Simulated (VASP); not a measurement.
Energy against volume of KZnF₃ (cubic perovskite). Computed with vdW-DF2, VASP's PBE PAW potentials (set 64) (plane waves; VASP 6.6.1). Run with 520 eV cut-off, 5×5×5 Γ-centred mesh, Gaussian smearing of 0.050 eV, potentials K_sv Zn F.

```json
[
 {"V (Å³/atom)": "13.518", "E (eV/atom)": "-2.08298"},
 {"V (Å³/atom)": "13.949", "E (eV/atom)": "-2.09366"},
 {"V (Å³/atom)": "14.381", "E (eV/atom)": "-2.09765"},
 {"V (Å³/atom)": "14.812", "E (eV/atom)": "-2.09575"}
]
```

Question: Fit these four points and predict the energy of the run at 15.243 Å³/atom.

Answer: A cubic in V^(−2/3), the third-order Birch-Murnaghan form, passes through the four points with V0 = 14.45 Å³/atom and B0 = 72 GPa, and gives -2.0887 eV/atom there. The run gave -2.0891 eV/atom, -0.4 meV/atom from the fit; all five points give B0 = 70 GPa.

The compound is KZnF3 in the cubic perovskite structure. It was relaxed first, which changed the volume by +9 %.
